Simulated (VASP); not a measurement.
Level of theory: PBE GGA, VASP's PBE PAW potentials (set 64) (plane waves; VASP).

The input files of a VASP run:

POSCAR:
```
AlN
1
    0.0000000000     2.1839950000     2.1839950000
    2.1839950000     0.0000000000     2.1839950000
    2.1839950000     2.1839950000     0.0000000000
Al N
1 1
Direct
  0.0000000000   0.0000000000   0.0000000000
  0.7500000000   0.7500000000   0.7500000000
```

File KPOINTS:
```
Automatic
0
G
  9 9 9
0 0 0
```

**INCAR**
```
SYSTEM = AlN
PREC = Accurate; ENCUT = 400; LREAL = .False.
LASPH = .True.
EDIFF = 1E-8; NELM = 100; ALGO = Normal
ISMEAR = 0; SIGMA = 0.01
GGA = PE
IBRION = 8; NSW = 1; ISIF = 2
LWAVE = .False.; LCHARG = .False.
LEPSILON = .True.
```

POTCAR, in this order: Al N (PBE.64 set). Program: vasp_std.

Output of the run:

File OUTCAR:
```


 HEAD OF MICROSCOPIC STATIC DIELECTRIC TENSOR (INDEPENDENT PARTICLE, excluding Hartree and local field effects)
 ------------------------------------------------------
           4.727578    -0.000000     0.000000
           0.000000     4.727578    -0.000000
           0.000000    -0.000000     4.727578
 ------------------------------------------------------

 MACROSCOPIC STATIC DIELECTRIC TENSOR (including local field effects in DFT)
 ------------------------------------------------------
           4.582091     0.000000     0.000000
           0.000000     4.582091     0.000000
          -0.000000     0.000000     4.582091
 ------------------------------------------------------

 PIEZOELECTRIC TENSOR (including local field effects)  for field in x, y, z        (e  Angst)
          XX          YY          ZZ          XY          YZ          ZX
  --------------------------------------------------------------------------------
  x     0.00000     0.00000     0.00000     0.00000     0.80719     0.00000
  y    -0.00000    -0.00000    -0.00000     0.00000     0.00000     0.80719
  z    -0.00000    -0.00000     0.00000     0.80719     0.00000     0.00000

 PIEZOELECTRIC TENSOR (including local field effects)  for field in x, y, z        (C/m^2)
          XX          YY          ZZ          XY          YZ          ZX
  --------------------------------------------------------------------------------
  x     0.00000     0.00000     0.00000     0.00000     0.62073     0.00000
  y    -0.00000    -0.00000    -0.00000     0.00000     0.00000     0.62073
  z    -0.00000    -0.00000     0.00000     0.62073     0.00000     0.00000

 BORN EFFECTIVE CHARGES (including local field effects) (in |e|, cummulative output)
 ---------------------------------------------------------------------------------
 ion    1
    1     2.53061     0.00000    -0.00000
    2    -0.00000     2.53061     0.00000
    3     0.00000    -0.00000     2.53061
 ion    2
    1    -2.53061    -0.00000     0.00000
    2     0.00000    -2.53061    -0.00000
    3    -0.00000     0.00000    -2.53061

   1 f  =   19.776675 THz   124.260516 2PiTHz  659.678880 cm-1    81.789720 meV

   2 f  =   19.776675 THz   124.260516 2PiTHz  659.678880 cm-1    81.789720 meV

   3 f  =   19.776675 THz   124.260516 2PiTHz  659.678880 cm-1    81.789720 meV

   4 f/i=    0.001340 THz     0.008418 2PiTHz    0.044689 cm-1     0.005541 meV

   5 f/i=    0.001340 THz     0.008418 2PiTHz    0.044689 cm-1     0.005541 meV

   6 f/i=    0.001340 THz     0.008418 2PiTHz    0.044689 cm-1     0.005541 meV

 MACROSCOPIC STATIC DIELECTRIC TENSOR IONIC CONTRIBUTION
 ------------------------------------------------------
           3.770704    -0.000000     0.000000
          -0.000000     3.770704     0.000000
           0.000000     0.000000     3.770704
 ------------------------------------------------------

 ELASTIC MODULI CONTR FROM IONIC RELAXATION (kBar)
 Direction    XX          YY          ZZ          XY          YZ          ZX
 --------------------------------------------------------------------------------
 XX          -0.0000      0.0000      0.0000      0.0000     -0.0000      0.0000
 YY           0.0000     -0.0000     -0.0000      0.0000      0.0000     -0.0000
 ZZ           0.0000     -0.0000     -0.0000     -0.0000      0.0000      0.0000
 XY           0.0000      0.0000     -0.0000   -425.3477     -0.0000     -0.0000
 YZ          -0.0000      0.0000      0.0000     -0.0000   -425.3477      0.0000
 ZX           0.0000     -0.0000      0.0000     -0.0000      0.0000   -425.3477
 --------------------------------------------------------------------------------

 PIEZOELECTRIC TENSOR IONIC CONTR  for field in x, y, z        (C/m^2)
          XX          YY          ZZ          XY          YZ          ZX
  --------------------------------------------------------------------------------
  x    -0.00000     0.00000     0.00000    -0.00000    -1.19167     0.00000
  y     0.00000    -0.00000     0.00000    -0.00000     0.00000    -1.19167
  z     0.00000     0.00000    -0.00000    -1.19167    -0.00000    -0.00000
```
(Selected blocks of OUTCAR.)

OUTCAR:
```
 val. band max:        5.9872485625   @ k =   0.0000   0.0000   0.0000

 cond. band min:       9.4746974206   @ k =   0.4444   0.4444   0.0000


 Fermi energy:         6.0973321197

 k-point     1 :       0.0000    0.0000    0.0000
  band No.  band energies     occupation
      1      -9.0164      2.00000
      2       5.9872      2.00000
      3       5.9872      2.00000
      4       5.9872      2.00000
      5      10.1632      0.00000
      6      18.5336      0.00000
      7      18.5336      0.00000
      8      18.5336      0.00000

 k-point     2 :       0.1111    0.0000    0.0000
  band No.  band energies     occupation
      1      -8.8368      2.00000
      2       5.0007      2.00000
      3       5.9167      2.00000
      4       5.9167      2.00000
      5      10.9503      0.00000
      6      18.0677      0.00000
      7      18.6876      0.00000
      8      18.6876      0.00000

 k-point     3 :       0.2222    0.0000    0.0000
  band No.  band energies     occupation
      1      -8.3320      2.00000
      2       3.1776      2.00000
      3       5.7620      2.00000
      4       5.7620      2.00000
      5      12.1782      0.00000
      6      17.1698      0.00000
      7      18.4830      0.00000
      8      18.4830      0.00000

 k-point     4 :       0.3333    0.0000    0.0000
  band No.  band energies     occupation
      1      -7.6348      2.00000
      2       1.4204      2.00000
      3       5.6055      2.00000
      4       5.6055      2.00000
      5      12.9813      0.00000
      6      16.3855      0.00000
      7      17.7068      0.00000
      8      17.7068      0.00000

 k-point     5 :       0.4444    0.0000    0.0000
  band No.  band energies     occupation
      1      -7.0615      2.00000
      2       0.2766      2.00000
      3       5.5068      2.00000
      4       5.5068      2.00000
      5      13.3120      0.00000
      6      15.9123      0.00000
      7      17.1892      0.00000
...
```

At this cut-off the stress carries a Pulay error, which pulls relaxed volumes low.

The structure comes from a computed database's AlN entry; how it stands against other phases isn't given here. The cell was not relaxed at this level. The run is one of a series of settings (EDIFF = 1E-8, IBRION = 8, LEPSILON = .TRUE., NSW = 1 against the base run), some of them coarse on purpose.
